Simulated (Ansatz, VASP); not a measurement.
# Cu11Si (Cu(100)-(3x1)-Si surface alloy): VASP beside Ansatz, part 2 of 2

Wanted: the spread between two codes on one cell, functional and k mesh. The structure shown is the end of the VASP relaxation below.

VASP 6.6.1 and Ansatz 0.2.0.

So far: Set-up; VASP: relaxation, PBE with D3(BJ).

## 3. Ansatz: single point, PBE with D3(BJ)

Level of this step: Ansatz beside VASP: Kohn-Sham DFT, plane waves, PBE with D3(BJ) (Ansatz).

Ansatz runs on its default PAW (the set named soft_2) files.

The same cell, functional, mesh and smearing now go to Ansatz, which takes its cutoff from its data sets.

Contents of input.yaml:

```yaml
crystal:
  lattice:
    - [7.65796644, 0.0, 0.0]
    - [0.0, 2.55265548, 0.0]
    - [0.0, 0.0, 22.715]
  atoms:
    - { symbol: Cu, position: [0.16666667, 0.5, 0.37802101], spin: 0.6 }
    - { symbol: Cu, position: [0.49939863, 0.5, 0.37737343], spin: 0.6 }
    - { symbol: Cu, position: [0.8339347, 0.5, 0.37737343], spin: 0.6 }
    - { symbol: Cu, position: [0.99961608, 0.0, 0.45484434], spin: 0.6 }
    - { symbol: Cu, position: [0.33371725, 0.0, 0.45484434], spin: 0.6 }
    - { symbol: Cu, position: [0.66666667, 0.0, 0.45399048], spin: 0.6 }
    - { symbol: Cu, position: [0.16666667, 0.5, 0.53451289], spin: 0.6 }
    - { symbol: Cu, position: [0.50148702, 0.5, 0.53357948], spin: 0.6 }
    - { symbol: Cu, position: [0.83184631, 0.5, 0.53357948], spin: 0.6 }
    - { symbol: Cu, position: [0.99752758, 0.0, 0.61183667], spin: 0.6 }
    - { symbol: Cu, position: [0.33580575, 0.0, 0.61183667], spin: 0.6 }
    - { symbol: Si, position: [0.66666667, 0.0, 0.61217212], spin: 0.6 }
hamiltonian:
  xc: pbe
  pseudopotentials: { kind: paw }
  dispersion: d3bj
magnetization:
  spin_polarized: true
kpoints:
  mp_grid: { grid: [4, 11, 1] }
scf:
  occupations: { method: fermi_dirac, width: 0.1 }
  n_extra_bands: 12
efield:
  axis: 3
  dipole_correction: true
  ramp_width: 0.04
output:
  forces: true
  eigenvalues: true
  write_density: true
  write_potential: true
  elf: true
  volumetric_format: npy
```

On the command line:

```sh
ansatz run input.yaml --threads 4 --pin off --max-ram 9216MiB --backend cpu --events-out ev --progress --plain --runs-dir out
```

Numbers of over 12 decimals in the logs are rounded to 6 here.

The log of the run:

```text
Warning: the band count 119 (scf.n_extra_bands) hosts the net moment |M| = 7.2000 μB (N_el = 213) but caps the reachable moment at 2·n_bands − N_el = 25.0000 μB, below the 133 bands that the automatic rule leaves for it — a moment growing past the seed, or the majority channel's smearing tail, pins there with fewer empty majority states than that count leaves; raise or omit scf.n_extra_bands unless the cap is intended
scf.n_extra_bands = 12 over 107 filled bands (N_el = 213.0): the run solves 119 bands
Engine: ansatz 0.2.0, aarch64-unknown-linux-gnu
Pseudopotentials: kind: paw
Pseudopotential: Cu, paw, valence charge 19, recommended cutoff 420 eV (normal), Cu.paw.azcp
Pseudopotential: Si, paw, valence charge 4, recommended cutoff 420 eV (normal), Si.paw.azcp
Functional definition: PBE
  parameter kappa = 0.804
  parameter beta = 0.066725
  exchange = pbe_x(kappa = kappa, mu = beta*pi^2/3)
  correlation = pbe_c(beta = beta)
Crystal: 12 atoms, lattice volume = 444.036 Å³
Basis set: ecut = 420 eV, 8699 PW (Γ), exchange–correlation on 108×36×320 points (8 copies of the dense FFT grid, shifted against one another)
Bands: 119, of which v1, the nominal top of the filled ones, is band 107 counted from 1 (106 counted from 0)
Symmetry: 4 space group operations
k-points: 18 of 44
Non-local potential: Cu, projectors of the file, l = 0: 3, l = 1: 2, l = 2: 3, l = 3: 1
Non-local potential: Si, projectors of the file, l = 0: 2, l = 1: 2, l = 2: 2
PAW form: soft (Blöchl's): semilocal exchange-correlation on the pseudo side does not see the compensation charge
PAW one-centre angular grid: Cu, 590 points (default); XC on 64 Gauss nodes
PAW one-centre angular grid: Si, 110 points (default); XC on 64 Gauss nodes
Initial density: superposition of atomic densities (neutral atoms: chi_scale 0, normalization atom)
Starting moments: Σ|m| = 7.2 μB on 12 of 12 sites
Initial wavefunctions: pseudopotential atomic-orbital guess
Functional: x = pbe(κ = 0.804, μ = 0.219515), c = pbe(β = 0.066725)
SCF iter   1: F=—  HF=-73523.511581 eV  |F-HF|=—  |Δ(HF+E_count)|=         —  Δρ=1.03e-1 (↑1.03e-1 ↓4.14e-2)  dr2=6.14e1  dr2_m=4.64e0  M=1.464 μB ∫|m|=1.861 μB  β_m=0.30  ethr=3.10e-3  p=-0.000 e·Å  D=-1.89e-5 V/Å  ΔV_dip=0.00 eV  dr2_dipole=7.63e-1  V_vac-E_F(+/−)=4.42/4.42 eV  ⟨swp⟩=8.0  Hψ=20454  notcnv=0
efield: sawtooth ramp at fractional position 0.9748 (placed from the atoms, in the widest stretch of the axis that holds none; the zero of the levels goes with the place), width 0.0400; the density the first Hamiltonian is built on has a dipole p = -0.000 e·Å; the dipole correction subtracts the counter field D = -1.89e-5 V/Å, which shifts the + side's vacuum level by +0.00 eV against the − side's; the planar-averaged density in the ramp window peaks in size at 2.7e-5 e/Å³
preconditioner: auto → LDOS  [metal: Δε(μ)=0.020 eV  Ē_g=5.489 eV  σ=0.100 eV  W_gap=0.05  n_scr=76 (ndim 8)  ℏωp=19.7 eV  f_vac=0.625  D(μ)=6.76/eV (n_scr^D=34)]
spin=Collinear: LDOS preconditioning applied to the charge; magnetization (m = ρ↑ − ρ↓) channel mixes plain (no charge-response kernel on spin).
SCF iter   2: F=—  HF=-73515.056078 eV  |F-HF|=—  |Δ(HF+E_count)|=    8.46e0  Δρ=3.25e-2 (↑3.18e-2 ↓3.25e-2)  dr2=5.87e0  dr2_m=3.89e0  M=0.584 μB ∫|m|=0.919 μB  β_m=0.30  ethr=3.10e-3  p=0.013 e·Å  D=5.41e-3 V/Å  ΔV_dip=-0.12 eV  dr2_dipole=8.26e-1  V_vac-E_F(+/−)=4.39/4.51 eV  ⟨swp⟩=3.0  Hψ=11576  notcnv=0  defer=62  κ⁻¹=1.0e0(r=1)
SCF iter   3: F=—  HF=-73514.546477 eV  |F-HF|=—  |Δ(HF+E_count)|=   5.10e-1  Δρ=3.40e-2 (↑3.40e-2 ↓1.38e-2)  dr2=5.44e0  dr2_m=2.08e0  M=0.493 μB ∫|m|=0.777 μB  β_m=0.30  ethr=2.76e-3  p=-0.000 e·Å  D=-1.10e-4 V/Å  ΔV_dip=0.00 eV  dr2_dipole=4.37e-1  V_vac-E_F(+/−)=4.31/4.31 eV  ⟨swp⟩=2.0  Hψ=7607  notcnv=0  defer=74  κ⁻¹=1.5e-2(r=2)
SCF iter   4: F=—  HF=-73514.125246 eV  |F-HF|=—  |Δ(HF+E_count)|=   4.21e-1  Δρ=2.03e-2 (↑2.03e-2 ↓1.42e-2)  dr2=1.22e0  dr2_m=1.17e0  M=0.381 μB ∫|m|=0.627 μB  β_m=0.30  ethr=2.55e-3  p=-0.011 e·Å  D=-4.56e-3 V/Å  ΔV_dip=0.10 eV  dr2_dipole=6.06e-2  V_vac-E_F(+/−)=4.27/4.17 eV  ⟨swp⟩=2.2  Hψ=4660  notcnv=0  defer=74  κ⁻¹=6.8e-3(r=3)
SCF iter   5: F=—  HF=-73514.146430 eV  |F-HF|=—  |Δ(HF+E_count)|=   2.12e-2  Δρ=1.55e-2 (↑1.06e-2 ↓1.55e-2)  dr2=1.92e-1  dr2_m=6.80e-1  M=0.300 μB ∫|m|=0.488 μB  β_m=0.30  ethr=5.74e-4  p=-0.016 e·Å  D=-6.43e-3 V/Å  ΔV_dip=0.15 eV  dr2_dipole=6.05e-3  V_vac-E_F(+/−)=4.45/4.31 eV  ⟨swp⟩=2.2  Hψ=6147  notcnv=0  defer=67  κ⁻¹=2.3e-3(r=4)
SCF iter   6: F=—  HF=-73514.170786 eV  |F-HF|=—  |Δ(HF+E_count)|=   2.44e-2  Δρ=1.01e-2 (↑9.43e-3 ↓1.01e-2)  dr2=1.33e-2  dr2_m=3.86e-1  M=0.228 μB ∫|m|=0.378 μB  β_m=0.35  ethr=9.04e-5  p=-0.012 e·Å  D=-4.92e-3 V/Å  ΔV_dip=0.11 eV  dr2_dipole=7.84e-4  V_vac-E_F(+/−)=4.58/4.47 eV  ⟨swp⟩=2.2  Hψ=7052  notcnv=0  defer=68
Mixer restart at iter 6: flushing history
spin-set hold released at iteration 6 (site moments contracting): the magnetisation degrees of freedom join the quasi-Newton model from the next iteration; the mixer history was flushed
[...]
SCF iter  15: F=—  HF=-73514.232388 eV  |F-HF|=—  |Δ(HF+E_count)|=   4.57e-7  Δρ=4.35e-6 (↑4.35e-6 ↓3.37e-6)  dr2=7.16e-8  dr2_m=3.39e-8  M=0.000 μB ∫|m|=0.001 μB  β_m=0.66  ethr=4.69e-11  p=-0.013 e·Å  D=-5.37e-3 V/Å  ΔV_dip=0.12 eV  dr2_dipole=3.54e-10  V_vac-E_F(+/−)=4.65/4.53 eV  ⟨swp⟩=16.8  Hψ=39351  notcnv=0
SCF iter  16: F=—  HF=-73514.232389 eV  |F-HF|=—  |Δ(HF+E_count)|=   1.55e-7  Δρ=3.05e-6 (↑3.05e-6 ↓2.72e-6)  dr2=6.02e-8  dr2_m=1.25e-8  M=0.000 μB ∫|m|=0.000 μB  β_m=0.64  ethr=3.36e-11  p=-0.013 e·Å  D=-5.37e-3 V/Å  ΔV_dip=0.12 eV  dr2_dipole=4.81e-10  V_vac-E_F(+/−)=4.65/4.53 eV  ⟨swp⟩=11.4  Hψ=32027  notcnv=0
SCF iter  17: F=—  HF=-73514.232389 eV  |F-HF|=—  |Δ(HF+E_count)|=   2.59e-8  Δρ=1.95e-6 (↑1.95e-6 ↓1.77e-6)  dr2=2.52e-8  dr2_m=5.07e-9  M=0.000 μB ∫|m|=0.000 μB  β_m=0.64  ethr=2.83e-11  p=-0.013 e·Å  D=-5.37e-3 V/Å  ΔV_dip=0.12 eV  dr2_dipole=5.33e-11  V_vac-E_F(+/−)=4.65/4.53 eV  ⟨swp⟩=10.5  Hψ=31043  notcnv=0
SCF iter  18: F=—  HF=-73514.232389 eV  |F-HF|=—  |Δ(HF+E_count)|=   1.56e-8  Δρ=1.54e-6 (↑1.54e-6 ↓1.09e-6)  dr2=1.53e-8  dr2_m=1.27e-9  M=0.000 μB ∫|m|=0.000 μB  β_m=0.51  ethr=1.18e-11  p=-0.013 e·Å  D=-5.37e-3 V/Å  ΔV_dip=0.12 eV  dr2_dipole=2.90e-11  V_vac-E_F(+/−)=4.65/4.53 eV  ⟨swp⟩=10.4  Hψ=28961  notcnv=0
SCF iter  19: F=-73514.232389 eV  HF=-73514.232389 eV  |F-HF|=5.30e-9  |Δ(HF+E_count)|=   2.53e-9  Δρ=2.22e-7 (↑2.20e-7 ↓2.22e-7)  dr2=2.19e-10  dr2_m=1.23e-10  M=0.000 μB ∫|m|=0.000 μB  ethr=7.18e-12  p=-0.013 e·Å  D=-5.37e-3 V/Å  ΔV_dip=0.12 eV  dr2_dipole=1.03e-12  V_vac-E_F(+/−)=4.65/4.53 eV  ⟨swp⟩=9.8  Hψ=28255  notcnv=0
SCF 1 converged in 19 iterations: F = -73514.232389 eV  dr2 = 2.19e-10
  greatest PAW one-centre occupation: 1.000 electrons in one spin orbital (limit 2), on the Cu atom at site 0 (counted from 0), in its partial waves of l = 0
WARN: the starting moments were not kept: the SCF closed with an absolute magnetisation of 3.0e-5 μB, where they sum to 7.2 μB in size (12 sites). That is at most 0.1 of that sum. Measured as dr2_m measures the in/out step, that magnetisation stands 4.8e-11 eV from none, at or under the dr2_threshold of 1.0e-7 eV: it is no larger than a step whose dr2_m would equal this threshold. The system may hold no moment; this  [...]
WARN: The input density's exchange-correlation potential varies sharply where the density is thin. Do not read a vacuum level from v_tot or v_xc, or from such a field of the output density. On a cell that repeats whose density bears no net charge and no dipole along the vacuum's axis use v_es (v_loc + v_h of the components); under efield.dipole_correction with no amplitude use v_es + v_field, which holds any external [...]
SCF converged after 19 iterations
Magnetization: 0.0000 μB (106.5000 up, 106.5000 down)
Absolute magnetization: 0.0000 μB (∫|ρ↑−ρ↓|, with the PAW one-centre terms)
Spin contamination: 0.0000 ħ² per cell (⟨S²⟩ above its minimum at these occupations)
Per-site moments (μB) at R_I (Å): [(1.4320191225924464e-7, 1.036246), (8.585408746568007e-8, 1.035255), (8.585408753106768e-8, 1.035255), (2.1907766416065737e-7, 1.036246), (2.190776640326503e-7, 1.036246), (6.076641063512152e-7, 1.035255), (2.898846433969853e-7, 1.042874), (8.387093529358393e-7, 1.043448), (8.387093532306204e-7, 1.043448), (9.217750660266819e-7, 1.042874), (9.21775065841383e-7, 1.042874), (5.752354921553182e-6, 1.044867)]
Free energy (F): -73514.232389 eV
Harris-Foulkes:  -73514.232389 eV  (|F-HF|=5.30e-9)
Internal energy: -73514.076742 eV  (E = F + TS)
E sigma→0 (E₀):  -73514.154565 eV
Entropy (-TS):   -0.155647 eV (-12.971 meV/atom)
Fermi energy:    2.202576 eV
Dipole field:    D = -0.005369 V/Å  (p = -0.013176 e·Å, saw-weighted, corrected)
Work function:   Φ+ = 4.6484 eV   Φ− = 4.5265 eV
Levels:          The Fermi level and band energies are counted from a zero that moves with the ramp; work functions are not
--- Per-component energies (eV) ---
  E_band       = -6990.331964
  E_kinetic    = 3337.366982
  E_local      = -441029.304375  (includes V_loc(G=0)·N_el)
  E_nonlocal   = 4329.106809
  E_hartree    = 216340.545468
  E_xc         = -1034.470715
  E_vxc        = -1309.864847  (∫ρ·V_xc dr)
  E_paw        = -18818.079332  (= ΣΔE_a)
  E_vpaw       = -4998.505431  (= ΣTr[D̂ρ^β])
  E_aug_tail   = 0.003137  (compensation charges beyond the density's cutoff)
  E_efield     = 0.000035  (sawtooth field / dipole correction)
  E_vefield    = -0.222372  (∫n·V_field dr)
  E_ewald      = 163365.629781
  E_disp       = -4.874532  (pairwise vdW)
  E_smearing   = -0.155647  (= −TS)
  E_closure    = 0.000000  (closes the sum)
  Σ components = -73514.232389   (vs F -73514.232389, Δ=0.00e0)
--- Forces (eV/Å), atoms counted from 1 ---
  atom   1  Cu     0.00000000     0.00000000     0.02682414
  atom   2  Cu     0.01293996     0.00000000     0.05154145
  atom   3  Cu    -0.01293996     0.00000000     0.05154145
  atom   4  Cu     0.01366075     0.00000000     0.00781509
  atom   5  Cu    -0.01366075     0.00000000     0.00781509
  atom   6  Cu     0.00000000     0.00000000    -0.02121200
  atom   7  Cu     0.00000000     0.00000000     0.02124182
  atom   8  Cu    -0.00266251     0.00000000    -0.00729089
  atom   9  Cu     0.00266251     0.00000000    -0.00729089
  atom  10  Cu    -0.00541767     0.00000000    -0.04099592
  atom  11  Cu     0.00541767     0.00000000    -0.04099592
  atom  12  Si     0.00000000     0.00000000    -0.04898874
  max |Σ_I F_I| component: 4.65e-6 eV/Å
--- Band table (eV; the first three rows and the last of 36) ---
  k-point 0 ↑: bands = [... 103 lower, 0.6693, 0.7068, 0.7131, 0.7481, 1.4018, 1.5991, 2.7577, 3.8539, ... 8 higher]
  k-point 1 ↑: bands = [... 103 lower, 0.7034, 0.7134, 0.7345, 0.9676, 1.6981, 1.9107, 3.1028, 4.1291, ... 8 higher]
  k-point 2 ↑: bands = [... 103 lower, 0.7221, 0.8871, 0.9657, 1.5338, 2.3429, 2.5947, 3.8910, 4.8601, ... 8 higher]
  k-point 17 ↓: bands = [... 103 lower, 2.0879, 2.8907, 2.9893, 3.4010, 3.4300, 3.5181, 4.0769, 5.1403, ... 8 higher]
```

The job ended after 3.3 min (4 threads of Arm Neoverse V2, shared host; peak memory 2.2 GiB; 13 min of CPU time).

## 4. Differences

Known differences besides the potentials themselves: the data sets hold 213 valence electrons in Ansatz (default PAW (the set named soft_2) files) and 125 in VASP; the cutoff is 420 eV in Ansatz and 300 eV in VASP (PREC = Normal); VASP leaves aspherical gradient terms in its spheres out (LASPH is not set), Ansatz keeps them. Total energies have different zeros and are not compared.

At this near-relaxed geometry the largest component of a force difference is 52 meV/Å. VASP's last cycles still show a density residual of 4e-03, so its state may not be settled.

## 5. What the set-up changes

Further runs change the set-up of one program: Ansatz's method, potentials or start, or VASP's data sets, cutoff or form of LDA. The table gives Ansatz less VASP for each quantity, since a change that brings one quantity closer may part another.

| run | r.m.s. force difference (meV/Å) |
| --- | --- |
| as above | 19 |
| Ansatz's larger PAW set (cutoff 1050 eV) | 19 |
| norm-conserving potentials (cutoff 1252 eV) | 18 |

## 6. Results

- r.m.s. force difference (single point, PBE with D3(BJ)): 19 meV/Å

What this shows: The r.m.s. force difference is 19 meV/Å (single point, PBE with D3(BJ)), beyond the 12 meV/Å picked in this series as the mark of a large difference. For single point, PBE with D3(BJ), no further run moves any of the tabulated differences by more than a quarter of its size. Such differences can come from data sets, numerical settings and the points named under the comparisons, not from the functional's error against experiment.

[Lines on the potential files, build, host, timing and source positions are cut from VASP's logs without a mark.]

[Logs are printed without paths, hosts, clocks, repeated set-up lines and the standing remarks that a program may print on its own settings, such as how far it seeks lower states.]

[Hosts, paths, dates, database ids (printed as entryN), source tags and the programs' standing remarks are cut or masked in the printed files.]
